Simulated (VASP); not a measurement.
AgI (zinc blende): the band gap from VASP (plane waves, PAW) at several levels of theory. Gaps are without spin-orbit coupling. Each level names its cell: its own relaxed one, PBE's, or the starting one. A gap is the smallest over the k-mesh and a band path; hybrids may have named points in place of the path, and GW has the mesh alone.

```csv
level,band gap (eV)
LDA (own cell),1.09
PBE (own cell),1.34
PBEsol (own cell),1.20
RPBE (own cell),1.55
AM05 (own cell),1.33
PBE-D3(BJ) (own cell),1.34
PBE-D4 (own cell),1.34
optB88-vdW (own cell),1.22
rev-vdW-DF2 (own cell),1.18
```

The cell of the LDA (own cell) run:

```
CELL_PARAMETERS angstrom
      0.00000     3.17099     3.17099
      3.17099     0.00000     3.17099
      3.17099     3.17099     0.00000
ATOMIC_POSITIONS crystal
  Ag 0.00000 0.00000 0.00000
  I  0.25000 0.25000 0.25000
```

Only levels that ran to the end are used. Left out are those held back, those with too coarse a band path, GW runs whose mesh misses a band edge, hybrids' fits of cells that aren't cubic and levels without matching references; a question may draw on a part of the rest.

The compound is AgI in the zinc blende structure, whereas wurtzite is the usual form.
